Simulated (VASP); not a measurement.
The system is PdAu4.

```
Pd Au
1.0
    -2.81421    2.81421    2.81421
     2.81421   -2.81421    2.81421
     2.81421    2.81421   -2.81421
Pd Au
1 4
Direct
  0.00000 0.00000 0.00000
  0.50000 0.50000 0.50000
  0.50000 0.00000 0.00000
  0.00000 0.00000 0.50000
  0.00000 0.50000 0.00000
```

The cell was built by a generator and needn't be a form met in nature.

Base run:

| Item | Value |
| --- | --- |
| Program | VASP 6.6.1 |
| Functional | r2SCAN |
| Potentials or basis | VASP PAW PBE potentials, release 64 (Pd, Au) |
| Cutoff | 520 eV |
| k mesh | 5 × 5 × 5, shifted |
| Occupations | fermi-dirac, width 0.1 eV |
| Spin | no spin polarisation |

Its results: band gap on the k mesh none (metal or under the smearing width); pressure 30.6 GPa.

**Question.** The run is repeated on the same cell with these changes: k mesh from 5 × 5 × 5, shifted to 5 × 5 × 5; further incar settings from ALGO = Normal; EDIFF = 1e-07; NBANDS = 35 to ALGO = Normal; EDIFF = 1e-06; NBANDS = 35. What comes out?

**Answer.** Band gap on the k mesh none (metal or under the smearing width); pressure 31.3 GPa.

Caveats: a pressure of tens of GPa on the cell as given is suspect, and the run, the potentials or the cell itself is likely at fault; the PAW data sets were made with another functional, which shifts forces and pressure a little.
